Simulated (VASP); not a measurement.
Input of a VASP 6.6.1 run:

File INCAR:

```
PREC     = Accurate       # precision mode
ENCUT    = 400            # plane-wave cutoff, eV
EDIFF    = 1E-6           # SCF threshold, eV
ISMEAR   = 0              # smearing method
SIGMA    = 0.01           # smearing width, eV
LREAL    = F              # projectors in reciprocal space
LASPH    = T              # aspherical terms in the spheres
NELM     = 100            # most SCF steps
ALGO     = Normal         # electronic algorithm
ISIF     = 2              # what is computed and relaxed
LWAVE    = F              # write WAVECAR
LCHARG   = F              # write CHGCAR
GGA      = RP             # functional
ISYM     = 0
```

KPOINTS

```
regular mesh
0
Gamma
  1 1 1
```

The input POSCAR:

```
SiH2Cl2                                 
1.0
   13.0062868778      0.0000000000      0.0000000000
    0.0000000000     13.5062868778      0.0000000000
    0.0000000000      0.0000000000     14.0062868778
  Si              Cl              H             
     1     2     2
Selective dynamics
Direct
     0.5004594151000035    0.5136331543000026    0.4971609763000018   F   F   F
     0.4103579674076030    0.4069474995286392    0.4348536694453302   T   T   T
     0.5827956027713556    0.4526015743900320    0.6074164374428490   T   T   T
     0.5734642084027681    0.5520482185668386    0.4248048764030066   T   T   T
     0.4328744853445132    0.5922876211080025    0.5360463605799926   T   T   T
```

Potentials or basis: VASP PAW PBE potentials, release 64 (Si, Cl, H).

Launch:

```sh
$ cat potpaw_PBE.64/Si/POTCAR potpaw_PBE.64/Cl/POTCAR potpaw_PBE.64/H/POTCAR > POTCAR
$ mpirun -np 4 vasp_gam > vasp.out
```

(1) Estimate the largest force.

(2) Estimate the gap between the frontier levels.

## Answers

(1) 0.169 eV/Å.

(2) 6.59 eV.

Caveat: the PAW data sets were made with another functional, which shifts forces and pressure a little.
